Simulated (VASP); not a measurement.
These are RPBE GGA, VASP's PBE PAW potentials (set 64) (plane waves; VASP) values and carry that method's errors.

VASP input:

INCAR:
```
! general
SYSTEM  = BaTiO3
PREC    = Accurate
ENCUT   = 520
LREAL   = .FALSE.
LASPH   = .TRUE.

! electronic loop
EDIFF   = 1E-7
NELM    = 100
ALGO    = Normal
LMAXMIX = 4

! smearing
ISMEAR  = -5

! functional
GGA     = RP

! ions
ISIF    = 2

! output
LWAVE   = .FALSE.
LCHARG  = .TRUE.
LORBIT  = 11
NEDOS   = 601

! other
LEFG    = .TRUE.
```

**POSCAR**
```
BaTiO3
3.9986960
  1.0000000439   0.0000000000   0.0000000000
  0.0000000000   1.0000000439   0.0000000000
  0.0000000000   0.0000000000   1.1151681068
Ba Ti O
1 1 3
Cartesian
  0.0000000000   0.0000000000   0.0306461571
  0.5000000220   0.5000000220   0.6024989505
  0.5000000220   0.5000000220   1.0512307816
  0.0000000000   0.5000000220   0.5316991629
  0.5000000220   0.0000000000   0.5316991629
```

### KPOINTS
```
K-points
0
G
 6 6 6
```

POTCAR, in this order: Ba_sv Ti_sv O (PBE.64 set). Program: vasp_std.

Output

**OSZICAR**
```
       N       E                     dE             d eps       ncg     rms          rms(c)
DAV:   1     0.458046505665E+03    0.45805E+03   -0.21118E+04  1920   0.177E+03
DAV:   2     0.389150995250E+01   -0.45415E+03   -0.44782E+03  2424   0.478E+02
DAV:   3    -0.463181917957E+02   -0.50210E+02   -0.50050E+02  2784   0.148E+02
DAV:   4    -0.486052124209E+02   -0.22870E+01   -0.22855E+01  2848   0.296E+01
DAV:   5    -0.486899760874E+02   -0.84764E-01   -0.84759E-01  2696   0.400E+00    0.234E+01
DAV:   6    -0.383013907644E+02    0.10389E+02   -0.80486E+01  3040   0.776E+01    0.107E+01
DAV:   7    -0.382397611111E+02    0.61630E-01   -0.16526E+01  2728   0.306E+01    0.682E+00
DAV:   8    -0.380229432827E+02    0.21682E+00   -0.98936E-01  2680   0.953E+00    0.326E+00
DAV:   9    -0.380764170899E+02   -0.53474E-01   -0.48110E-01  2768   0.622E+00    0.164E+00
DAV:  10    -0.380562853512E+02    0.20132E-01   -0.26112E-01  2704   0.498E+00    0.516E-01
DAV:  11    -0.380533633260E+02    0.29220E-02   -0.13846E-02  2480   0.870E-01    0.247E-01
DAV:  12    -0.380527822558E+02    0.58107E-03   -0.52387E-03  2520   0.470E-01    0.543E-02
DAV:  13    -0.380528422357E+02   -0.59980E-04   -0.53586E-04  2544   0.191E-01    0.281E-02
DAV:  14    -0.380528758681E+02   -0.33632E-04   -0.14663E-04  2632   0.924E-02    0.198E-02
DAV:  15    -0.380528801272E+02   -0.42591E-05   -0.80903E-05  3024   0.790E-02    0.174E-02
DAV:  16    -0.380528776174E+02    0.25098E-05   -0.36520E-05  2648   0.585E-02    0.589E-03
DAV:  17    -0.380528772573E+02    0.36006E-06   -0.31773E-06  2608   0.179E-02    0.101E-03
DAV:  18    -0.380528772951E+02   -0.37744E-07   -0.28472E-07  2184   0.428E-03
   1 F= -.38052877E+02 E0= -.38052877E+02  d E =0.000000E+00
```

### OUTCAR
```
------------------------ aborting loop because EDIFF is reached ----------------------------------------
  FORCE on cell =-STRESS in cart. coord.  units (eV):
  Direction    XX          YY          ZZ          XY          YZ          ZX
  --------------------------------------------------------------------------------------
  Total        0.0029487      0.0029487      0.0152460      0.0000000      0.0000000      0.0000000
  in kB        0.0662592      0.0662592      0.3425863      0.0000000      0.0000000      0.0000000
  external PRESSURE =       0.1583683 kB  Pullay stress =       0.0000000 kB
  volume of cell :       71.30
      direct lattice vectors                 reciprocal lattice vectors
     3.998696176  0.000000000  0.000000000     0.250081516  0.000000000  0.000000000
     0.000000000  3.998696176  0.000000000     0.000000000  0.250081516  0.000000000
     0.000000000  0.000000000  4.459218248     0.000000000  0.000000000  0.224254554
 POSITION                                       TOTAL-FORCE (eV/Angst)
 -----------------------------------------------------------------------------------
      0.00000      0.00000      0.12254         0.000000      0.000000     -0.001508
      1.99935      1.99935      2.40921         0.000000     -0.000000     -0.000035
      1.99935      1.99935      4.20355         0.000000      0.000000     -0.009380
      0.00000      1.99935      2.12610         0.000000      0.000000      0.005461
      1.99935      0.00000      2.12610        -0.000000      0.000000      0.005461
 -----------------------------------------------------------------------------------
    total drift:                                0.000000      0.000000     -0.000385
  FREE ENERGIE OF THE ION-ELECTRON SYSTEM (eV)
  ---------------------------------------------------
  free  energy   TOTEN  =       -38.0528772951 eV

  energy  without entropy=      -38.0528772951  energy(sigma->0) =      -38.05287730

 total charge

# of ion       s       p       d       tot
------------------------------------------
    1        2.005   5.655   0.273   7.933
    2        2.215   6.242   1.775  10.232
    3        1.578   3.450   0.000   5.028
    4        1.566   3.453   0.000   5.019
    5        1.566   3.453   0.000   5.019
--------------------------------------------------
tot          8.930  22.252   2.048  33.230

 Electric field gradients after diagonalization (V/A^2)
 (convention: |V_zz| > |V_xx| > |V_yy|)
----------------------------------------------------------------------
 ion       V_xx      V_yy      V_zz     asymmetry (V_yy - V_xx)/ V_zz
----------------------------------------------------------------------
   1       3.983     3.983    -7.966       0.000
   2     -15.009   -15.009    30.018       0.000
   3      -5.476    -5.476    10.951       0.000
   4     -27.078    -4.006    31.084       0.742
   5     -27.078    -4.006    31.084       0.742
```
(Selected blocks of OUTCAR.)

The compound is BaTiO3 in the tetragonal perovskite structure. It was relaxed first, which changed the volume by +11 %.
